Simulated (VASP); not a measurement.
Output of a VASP run:

**OSZICAR**
```
       N       E                     dE             d eps       ncg     rms          rms(c)
DAV:   1     0.127945685300E+03    0.12795E+03   -0.92311E+03  2496   0.175E+03
DAV:   2    -0.131374602664E+02   -0.14108E+03   -0.13452E+03  2560   0.403E+02
DAV:   3    -0.237720734568E+02   -0.10635E+02   -0.10147E+02  3312   0.103E+02
DAV:   4    -0.243119294728E+02   -0.53986E+00   -0.53896E+00  3252   0.222E+01
DAV:   5    -0.243277963765E+02   -0.15867E-01   -0.15866E-01  3400   0.342E+00    0.187E+01
DAV:   6    -0.193795645985E+02    0.49482E+01   -0.32080E+01  2980   0.705E+01    0.719E+00
DAV:   7    -0.187504636092E+02    0.62910E+00   -0.48016E+00  3088   0.283E+01    0.491E+00
DAV:   8    -0.187146207921E+02    0.35843E-01   -0.13838E-01  2660   0.500E+00    0.303E+00
DAV:   9    -0.187146234554E+02   -0.26634E-05   -0.15847E-01  2780   0.508E+00    0.832E-01
DAV:  10    -0.187112497237E+02    0.33737E-02   -0.16766E-02  3572   0.189E+00    0.584E-01
DAV:  11    -0.187097224592E+02    0.15273E-02   -0.75182E-03  2700   0.134E+00    0.117E-01
DAV:  12    -0.187097094765E+02    0.12983E-04   -0.45619E-04  2724   0.326E-01    0.369E-02
DAV:  13    -0.187096951565E+02    0.14320E-04   -0.24422E-05  3732   0.649E-02    0.124E-02
DAV:  14    -0.187096929906E+02    0.21659E-05   -0.15762E-06  2684   0.111E-02    0.233E-03
DAV:  15    -0.187096929320E+02    0.58558E-07   -0.26867E-07  2848   0.655E-03
   1 F= -.18709693E+02 E0= -.18709732E+02  d E =0.118314E-03
```

OUTCAR:
```
------------------------ aborting loop because EDIFF is reached ----------------------------------------
  FORCE on cell =-STRESS in cart. coord.  units (eV):
  Direction    XX          YY          ZZ          XY          YZ          ZX
  --------------------------------------------------------------------------------------
  Total       -0.0146916     -0.0146916     -0.0146916      0.0000000      0.0000000      0.0000000
  in kB       -1.1563989     -1.1563989     -1.1563989      0.0000000      0.0000000      0.0000000
  external PRESSURE =      -1.1563989 kB  Pullay stress =       0.0000000 kB
  volume of cell :       20.36
      direct lattice vectors                 reciprocal lattice vectors
     0.000000000  2.167107667  2.167107667    -0.230722270  0.230722270  0.230722270
     2.167107667  0.000000000  2.167107667     0.230722270 -0.230722270  0.230722270
     2.167107667  2.167107667  0.000000000     0.230722270  0.230722270 -0.230722270
 POSITION                                       TOTAL-FORCE (eV/Angst)
 -----------------------------------------------------------------------------------
      0.00000      0.00000      0.00000        -0.000000      0.000000     -0.000000
      2.16711      2.16711      2.16711         0.000000     -0.000000      0.000000
 -----------------------------------------------------------------------------------
    total drift:                                0.000000     -0.000000     -0.000000
  FREE ENERGIE OF THE ION-ELECTRON SYSTEM (eV)
  ---------------------------------------------------
  free  energy   TOTEN  =       -18.7096929320 eV

  energy  without entropy=      -18.7098112461  energy(sigma->0) =      -18.70973237
```
(Selected blocks of OUTCAR.)

**POSCAR**
```
TiC
1
    0.0000000000     2.1671076671     2.1671076671
    2.1671076671     0.0000000000     2.1671076671
    2.1671076671     2.1671076671    -0.0000000000
Ti C
1 1
Direct
  0.0000000000   0.0000000000   0.0000000000
  0.5000000000   0.5000000000   0.5000000000
```

**Question.** Reconstruct the remaining input files.

**Answer.** One answer among several that fit: the input of the run itself, PBE GGA, plane waves, VASP's PBE PAW potentials (set 64).

### INCAR
```
# general
SYSTEM   =  TiC
PREC     =  Accurate
ENCUT    =  600
LREAL    =  .FALSE.
LASPH    =  .TRUE.

# electronic loop
EDIFF    =  1E-7
NELM     =  100
ALGO     =  Normal
LMAXMIX  =  4

# smearing
ISMEAR   =  1
SIGMA    =  0.1

# functional
GGA      =  PE

# ions
ISIF     =  2

# output
LWAVE    =  .FALSE.
LCHARG   =  .FALSE.
```

File KPOINTS:
```
Regular mesh
0
Gamma
14 14 14
```

POTCAR, in this order: Ti_sv C (PBE.64 set). Program: vasp_std.

The compound is TiC in the rock salt structure. It was relaxed first.
